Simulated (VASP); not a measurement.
Output of a VASP run:

File OSZICAR:
```
       N       E                     dE             d eps       ncg     rms          rms(c)
DAV:   1     0.462777428499E+02    0.46278E+02   -0.92154E+03  2288   0.148E+03
DAV:   2    -0.220117529984E+02   -0.68289E+02   -0.64453E+02  3033   0.291E+02
DAV:   3    -0.247250206046E+02   -0.27133E+01   -0.26867E+01  2955   0.510E+01
DAV:   4    -0.247553556345E+02   -0.30335E-01   -0.30242E-01  2790   0.522E+00
DAV:   5    -0.247560346375E+02   -0.67900E-03   -0.67875E-03  3061   0.552E-01    0.500E+01
DAV:   6    -0.218251929531E+02    0.29308E+01   -0.15510E+01  2768   0.296E+01    0.412E+01
DAV:   7    -0.217712467553E+02    0.53946E-01   -0.71912E-01  2591   0.790E+00    0.266E+01
DAV:   8    -0.217618904281E+02    0.93563E-02   -0.13610E-01  2692   0.366E+00    0.684E+00
DAV:   9    -0.217500560170E+02    0.11834E-01   -0.63851E-02  2772   0.188E+00    0.157E+00
DAV:  10    -0.217497084712E+02    0.34755E-03   -0.19186E-03  2730   0.432E-01    0.451E-01
DAV:  11    -0.217496967528E+02    0.11718E-04   -0.34306E-04  2816   0.159E-01    0.365E-02
DAV:  12    -0.217496940328E+02    0.27201E-05   -0.13639E-05  2724   0.398E-02    0.432E-02
DAV:  13    -0.217496934160E+02    0.61674E-06   -0.84941E-07  1563   0.101E-02
   1 F= -.21035272E+02 E0= -.21035104E+02  d E =-.210353E+02
```

### OUTCAR
```
------------------------ aborting loop because EDIFF is reached ----------------------------------------
  FORCE on cell =-STRESS in cart. coord.  units (eV):
  Direction    XX          YY          ZZ          XY          YZ          ZX
  --------------------------------------------------------------------------------------
  Total        0.7073992      0.7073992      0.7073992      0.0000000      0.0000000      0.0000000
  in kB       49.5085281     49.5085281     49.5085281      0.0000000      0.0000000      0.0000000
  external PRESSURE =      -0.4914719 kB  Pullay stress =      50.0000000 kB
  volume of cell :       22.89
      direct lattice vectors                 reciprocal lattice vectors
     0.000000000  2.253659906  2.253659906    -0.221861337  0.221861337  0.221861337
     2.253659906  0.000000000  2.253659906     0.221861337 -0.221861337  0.221861337
     2.253659906  2.253659906  0.000000000     0.221861337  0.221861337 -0.221861337
 POSITION                                       TOTAL-FORCE (eV/Angst)
 -----------------------------------------------------------------------------------
      0.00000      0.00000      0.00000         0.000000      0.000000      0.000000
      2.25366      2.25366      2.25366        -0.000000     -0.000000     -0.000000
 -----------------------------------------------------------------------------------
    total drift:                                0.000000      0.000000      0.000000
  FREE ENERGIE OF THE ION-ELECTRON SYSTEM (eV)
  ---------------------------------------------------
  free  energy   TOTEN  =       -21.7496934160 eV

  energy  without entropy=      -21.7491911293  energy(sigma->0) =      -21.74952599
  enthalpy is  TOTEN    =       -21.0352718554 eV   P V=        0.7144215607

 reached required accuracy - stopping structural energy minimisation
```
(Selected blocks of OUTCAR.)

File POSCAR:
```
HfN
1
    0.0000000000     2.2536599059     2.2536599059
    2.2536599059     0.0000000000     2.2536599059
    2.2536599059     2.2536599059    -0.0000000000
Hf N
1 1
Direct
  0.0000000000   0.0000000000   0.0000000000
  0.5000000000   0.5000000000   0.5000000000
```

Q: Reconstruct the remaining input files.

A: One answer among several that fit: the input of the run itself, PBE GGA, plane waves, VASP's PBE PAW potentials (set 64).

KPOINTS:
```
Regular mesh
0
Gamma
  14 14 14
```

INCAR:
```
ALGO=Normal
EDIFF=1E-6
EDIFFG=-0.02
ENCUT=620
GGA=PE
IBRION=2
ISIF=3
ISMEAR=1
LASPH=.TRUE.
LCHARG=.FALSE.
LMAXMIX=6
LREAL=.FALSE.
LWAVE=.FALSE.
NELM=100
NSW=40
PREC=Accurate
PSTRESS=50
SIGMA=0.1
SYSTEM=HfN
```

POTCAR, in this order: Hf_pv N (PBE.64 set). Program: vasp_std.

The compound is HfN in the rock salt structure. It was relaxed first under an external pressure of 5 GPa. The electron count is odd and the run is not spin-polarised, which forces a metal.
